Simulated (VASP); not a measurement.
Given:

```yaml
crystal:
  lattice:
    - [2.75000, -1.64000, 0.00000]
    - [2.75000, 1.64000, 0.00000]
    - [-1.53601, 0.00000, 7.12002]
  atoms:
    - { symbol: F, position: [0.05040, 0.05040, 0.09960] }
    - { symbol: F, position: [0.94960, 0.94960, 0.90040] }
    - { symbol: F, position: [0.50500, 0.50500, 0.60000] }
    - { symbol: F, position: [0.49500, 0.49500, 0.40000] }
```

All values below come from LDA (Ceperley-Alder, Perdew-Zunger), VASP's LDA PAW potentials (set 64) (plane waves; VASP). Numerical set-up: 400 eV cut-off, 11×11×4 Γ-centred mesh, Fermi-Dirac smearing of 0.10 eV, potentials F.

At this cut-off the stress carries a Pulay error, which pulls relaxed volumes low.

Task: Predict the energy per atom (σ→0), pressure, largest force, band gap (on the k-mesh) with the smallest direct gap where there is one.

Result: 
```
Quantity                                     Result
-----------------------------------  --------------
band gap (on the k-mesh)                    2.06 eV
smallest direct gap (on the k-mesh)         2.06 eV
energy per atom (σ→0)                -2.111 eV/atom
pressure                                 -17.22 GPa
largest force                            1.350 eV/Å
```

Total energies compare only between runs with the same potentials, cut-off and functional.

The structure comes from a measured F2 entry of the Crystallography Open Database, whose conditions weren't checked. The cell was not relaxed at this level.
